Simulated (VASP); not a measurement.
Method: LDA (Ceperley-Alder, Perdew-Zunger), VASP's LDA PAW potentials (set 64) (plane waves; VASP 6.6.1).

Input for VASP

INCAR:
```
ISIF  =  2   ! forces and stress, cell fixed
LASPH  =  .TRUE.   ! aspherical one-centre terms
ALGO  =  Normal   ! blocked Davidson
ISMEAR  =  -5   ! tetrahedra, Bloechl
LORBIT  =  11   ! lm-projected
PREC  =  Accurate
NELM  =  100   ! most electronic steps
LREAL  =  .FALSE.
LCHARG  =  .TRUE.
EDIFF  =  1E-7
LWAVE  =  .FALSE.
SYSTEM  =  C
LEFG  =  .TRUE.
NEDOS  =  601   ! DOS grid
ENCUT  =  520
```

File KPOINTS:
```
Automatic mesh
0
Gamma
12 12 4
0 0 0
```

File POSCAR:
```
C
1.0
  1.2245294726  -2.1189122068   0.0000000000
  1.2245294726   2.1189122068   0.0000000000
  0.0000000000   0.0000000000   6.6091341069
C
4
Cartesian
  1.2245294726  -0.3529494778   4.9884732519
  1.2245294726   0.3529494778   1.6206608550
  1.2245294726  -1.7659627290   4.9884732519
  1.2245294726   1.7659627290   1.6206608550
```

POTCAR, in this order: C (LDA.64 set). Program: vasp_std.

Output of the run:

OSZICAR:
```
       N       E                     dE             d eps       ncg     rms          rms(c)
DAV:   1     0.452129550053E+02    0.45213E+02   -0.84044E+03  3096   0.124E+03
DAV:   2    -0.395203815984E+02   -0.84733E+02   -0.78352E+02  4384   0.231E+02
DAV:   3    -0.432488975615E+02   -0.37285E+01   -0.37000E+01  3940   0.495E+01
DAV:   4    -0.432931928929E+02   -0.44295E-01   -0.44251E-01  3772   0.650E+00
DAV:   5    -0.432941696264E+02   -0.97673E-03   -0.97647E-03  3820   0.927E-01    0.940E+00
DAV:   6    -0.411079709698E+02    0.21862E+01   -0.22541E+00  3568   0.104E+01    0.536E+00
DAV:   7    -0.404344959885E+02    0.67347E+00   -0.23036E+00  3736   0.106E+01    0.140E+00
DAV:   8    -0.404358522443E+02   -0.13563E-02   -0.77893E-02  3496   0.197E+00    0.151E-01
DAV:   9    -0.404352249347E+02    0.62731E-03   -0.20950E-03  3888   0.367E-01    0.663E-02
DAV:  10    -0.404352168654E+02    0.80693E-05   -0.16173E-04  3844   0.978E-02    0.368E-02
DAV:  11    -0.404352153339E+02    0.15315E-05   -0.41298E-06  3896   0.185E-02    0.164E-03
DAV:  12    -0.404352153316E+02    0.22578E-08   -0.29434E-07  3788   0.424E-03
   1 F= -.40435215E+02 E0= -.40435215E+02  d E =0.000000E+00
```

**OUTCAR**
```
------------------------ aborting loop because EDIFF is reached ----------------------------------------
  FORCE on cell =-STRESS in cart. coord.  units (eV):
  Direction    XX          YY          ZZ          XY          YZ          ZX
  --------------------------------------------------------------------------------------
  Total       -0.0861016     -0.0575460      0.0919880      0.0000000      0.0000000      0.0000000
  in kB       -4.0222144     -2.6882462      4.2971941      0.0000000      0.0000000      0.0000000
  external PRESSURE =      -0.8044222 kB  Pullay stress =       0.0000000 kB
  volume of cell :       34.30
      direct lattice vectors                 reciprocal lattice vectors
     1.224529473 -2.118912207  0.000000000     0.408320103 -0.235970135  0.000000000
     1.224529473  2.118912207  0.000000000     0.408320103  0.235970135  0.000000000
     0.000000000  0.000000000  6.609134107     0.000000000  0.000000000  0.151305751
 POSITION                                       TOTAL-FORCE (eV/Angst)
 -----------------------------------------------------------------------------------
      1.22453     -0.35295      4.98847         0.000000     -0.000730     -0.016015
      1.22453      0.35295      1.62066         0.000000      0.000730      0.016015
      1.22453     -1.76596      4.98847         0.000000      0.000730     -0.016015
      1.22453      1.76596      1.62066         0.000000     -0.000730      0.016015
 -----------------------------------------------------------------------------------
    total drift:                                0.000000     -0.000000      0.000000
  FREE ENERGIE OF THE ION-ELECTRON SYSTEM (eV)
  ---------------------------------------------------
  free  energy   TOTEN  =       -40.4352153316 eV

  energy  without entropy=      -40.4352153316  energy(sigma->0) =      -40.43521533

 total charge

# of ion       s       p       d       tot
------------------------------------------
    1        0.859   1.811   0.000   2.670
    2        0.859   1.811   0.000   2.670
    3        0.859   1.811   0.000   2.670
    4        0.859   1.811   0.000   2.670
--------------------------------------------------
tot          3.436   7.246   0.000  10.682
```
(Selected blocks of OUTCAR.)

The structure comes from a computed database's C entry (Cmme); how it stands against other phases isn't given here. It was relaxed first, which changed the volume by -6 %.
